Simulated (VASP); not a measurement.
Computed with PBEsol GGA, VASP's PBE PAW potentials (set 64) (plane waves; VASP 6.6.1).

The input files of a VASP run:

KPOINTS:
```
Regular mesh
0
gamma
8 8 8
0 0 0
```

INCAR:
```
LMAXMIX = 4   # l cut-off of mixed one-centre charges
PREC = Accurate
LREAL = F
LCHARG = T
NEDOS = 601   # DOS grid
ENCUT = 520
NELM = 100
ALGO = Normal
SYSTEM = Ti4C2N2
ISMEAR = -5
ISIF = 2   # forces and stress, cell fixed
LWAVE = F
GGA = PS
EDIFF = 1E-7
LORBIT = 11   # lm-projected
LASPH = T
LEFG = T
```

**POSCAR**
```
Ti4C2N2
4.2533480
  1.0000000929   0.0000000000   0.0000000000
  0.0000000000   1.0000000929   0.0000000000
  0.0000000000   0.0000000000   0.9953032071
Ti N C
4 2 2
Cartesian
  0.0000000000   0.0000000000   0.0000000000
  0.5000000464   0.5000000464   0.0000000000
  0.5000000464   1.0000000929   0.4976516036
  0.0000000000   0.5000000464   0.4976516036
  0.5000000464   0.5000000464   0.4976516036
  0.0000000000   1.0000000929   0.4976516036
  0.0000000000   0.5000000464   0.0000000000
  0.5000000464   1.0000000929   0.0000000000
```

POTCAR, in this order: Ti_sv N C (PBE.64 set). Program: vasp_std.

What VASP printed:

File OSZICAR:
```
       N       E                     dE             d eps       ncg     rms          rms(c)
DAV:   1     0.906379742900E+03    0.90638E+03   -0.32513E+04  5850   0.212E+03
DAV:   2     0.596772926257E+02   -0.84670E+03   -0.82679E+03  5865   0.629E+02
DAV:   3    -0.906006667526E+02   -0.15028E+03   -0.14697E+03  9000   0.217E+02
DAV:   4    -0.102442977070E+03   -0.11842E+02   -0.11769E+02  8255   0.624E+01
DAV:   5    -0.103048225671E+03   -0.60525E+00   -0.60358E+00  9124   0.131E+01    0.392E+01
DAV:   6    -0.823566043761E+02    0.20692E+02   -0.16924E+02  7785   0.894E+01    0.130E+01
DAV:   7    -0.815098204732E+02    0.84678E+00   -0.22449E+01  7921   0.289E+01    0.882E+00
DAV:   8    -0.814729178858E+02    0.36903E-01   -0.17611E+00  8460   0.153E+01    0.386E+00
DAV:   9    -0.814471384635E+02    0.25779E-01   -0.84894E-01  8020   0.725E+00    0.127E+00
DAV:  10    -0.814437879123E+02    0.33506E-02   -0.15772E-01  8219   0.376E+00    0.771E-01
DAV:  11    -0.814476328353E+02   -0.38449E-02   -0.20246E-02  7089   0.117E+00    0.155E-01
DAV:  12    -0.814475569094E+02    0.75926E-04   -0.24703E-03  8968   0.388E-01    0.777E-02
DAV:  13    -0.814475949206E+02   -0.38011E-04   -0.36195E-04  8324   0.143E-01    0.234E-02
DAV:  14    -0.814475936958E+02    0.12248E-05   -0.41237E-05  8596   0.504E-02    0.694E-03
DAV:  15    -0.814475863188E+02    0.73769E-05   -0.15273E-05  8397   0.254E-02    0.818E-03
DAV:  16    -0.814475892396E+02   -0.29207E-05   -0.42536E-06  7997   0.127E-02    0.193E-03
DAV:  17    -0.814475898132E+02   -0.57366E-06   -0.32652E-07  5701   0.386E-03    0.268E-04
DAV:  18    -0.814475901069E+02   -0.29365E-06   -0.25652E-08  4395   0.147E-03    0.144E-04
DAV:  19    -0.814475900790E+02    0.27854E-07   -0.77656E-09  4388   0.769E-04
   1 F= -.81447590E+02 E0= -.81447590E+02  d E =0.000000E+00
```

### OUTCAR
```
------------------------ aborting loop because EDIFF is reached ----------------------------------------
  FORCE on cell =-STRESS in cart. coord.  units (eV):
  Direction    XX          YY          ZZ          XY          YZ          ZX
  --------------------------------------------------------------------------------------
  Total       -0.2035440     -0.2035440      0.6964678      0.0000000      0.0000000      0.0000000
  in kB       -4.2581478     -4.2581478     14.5701282      0.0000000      0.0000000      0.0000000
  external PRESSURE =       2.0179442 kB  Pullay stress =       0.0000000 kB
  volume of cell :       76.59
      direct lattice vectors                 reciprocal lattice vectors
     4.253348395  0.000000000  0.000000000     0.235108885  0.000000000  0.000000000
     0.000000000  4.253348395  0.000000000     0.000000000  0.235108885  0.000000000
     0.000000000  0.000000000  4.233370905     0.000000000  0.000000000  0.236218376
 POSITION                                       TOTAL-FORCE (eV/Angst)
 -----------------------------------------------------------------------------------
      0.00000      0.00000      0.00000         0.000000     -0.000000     -0.000000
      2.12667      2.12667      0.00000        -0.000000      0.000000     -0.000000
      2.12667      0.00000      2.11669         0.000000     -0.000000     -0.000000
      0.00000      2.12667      2.11669         0.000000     -0.000000      0.000000
      2.12667      2.12667      2.11669         0.000000      0.000000      0.000000
      0.00000      0.00000      2.11669         0.000000     -0.000000     -0.000000
      0.00000      2.12667      0.00000         0.000000     -0.000000     -0.000000
      2.12667      0.00000      0.00000         0.000000     -0.000000     -0.000000
 -----------------------------------------------------------------------------------
    total drift:                                0.000000     -0.000000     -0.000000
  FREE ENERGIE OF THE ION-ELECTRON SYSTEM (eV)
  ---------------------------------------------------
  free  energy   TOTEN  =       -81.4475900790 eV

  energy  without entropy=      -81.4475900790  energy(sigma->0) =      -81.44759008

 total charge

# of ion       s       p       d       tot
------------------------------------------
    1        2.204   6.270   2.012  10.486
    2        2.204   6.270   2.012  10.486
    3        2.196   6.252   1.971  10.419
    4        2.196   6.252   1.971  10.419
    5        1.242   2.483   0.000   3.724
    6        1.242   2.483   0.000   3.724
    7        0.891   1.541   0.000   2.432
    8        0.891   1.541   0.000   2.432
--------------------------------------------------
tot         13.066  33.091   7.966  54.123

 Electric field gradients after diagonalization (V/A^2)
 (convention: |V_zz| > |V_xx| > |V_yy|)
----------------------------------------------------------------------
 ion       V_xx      V_yy      V_zz     asymmetry (V_yy - V_xx)/ V_zz
----------------------------------------------------------------------
   1     -16.036   -16.036    32.072       0.000
   2     -16.036   -16.036    32.072       0.000
   3      19.088    19.088   -38.177       0.000
   4      19.088    19.088   -38.177       0.000
   5       1.198     1.198    -2.396       0.000
   6       1.198     1.198    -2.396       0.000
   7      -0.141    -0.141     0.282       0.000
   8      -0.141    -0.141     0.282       0.000
```
(Selected blocks of OUTCAR.)

For a metal the tetrahedron method with Blöchl corrections gives inexact stress and forces.

The structure was generated: Ti4C2N2 was put into an ordered model structure (P4/mmm), which need not be its known phase. It was relaxed first.
